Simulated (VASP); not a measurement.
LiF (rock salt) is relaxed at rising pressure, each step from the one before. Symmetry mostly holds the structure type, and other phases were not tried. The mesh follows the cell, and a change of mesh leaves a small step in the series.

Given:

```
LiF
1.0
    0.00000     2.02774     2.02774
    2.02774     0.00000     2.02774
    2.02774     2.02774     0.00000
Li F
1 1
Direct
  0.00000   0.00000   0.00000
  0.50000   0.50000   0.50000
```

Method: PBE GGA, VASP's PBE PAW potentials (set 64) (plane waves; VASP). Run with 620 eV cut-off, 11×11×11 Γ-centred mesh, Gaussian smearing of 0.050 eV, potentials Li_sv F.

| P (GPa) | V (Å³/atom) | H − H(0) (eV/atom) | space group | gap on the mesh (eV) | k-mesh |
|---|---|---|---|---|---|
| 0 | 8.34 | 0.000 | Fm-3m | 8.91 | 11×11×11 |
| 5 | 7.81 | 0.254 | Fm-3m | 9.50 | 11×11×11 |
| 10 | (withheld) | (withheld) | Fm-3m | 9.99 | 12×12×12 |
| 20 | 6.86 | 0.942 | Fm-3m | 10.82 | 12×12×12 |
| 30 | (withheld) | (withheld) | Fm-3m | 11.54 | 12×12×12 |
| 45 | 6.01 | 1.947 | Fm-3m | 12.42 | 12×12×12 |

Q: Fill in the missing entries.

A: 
- 10, V (Å³/atom): 7.43
- 10, H − H(0) (eV/atom): 0.494
- 30, V (Å³/atom): 6.45
- 30, H − H(0) (eV/atom): 1.361

Pressures at which the relaxation failed are left out.

The compound is LiF in the rock salt structure.
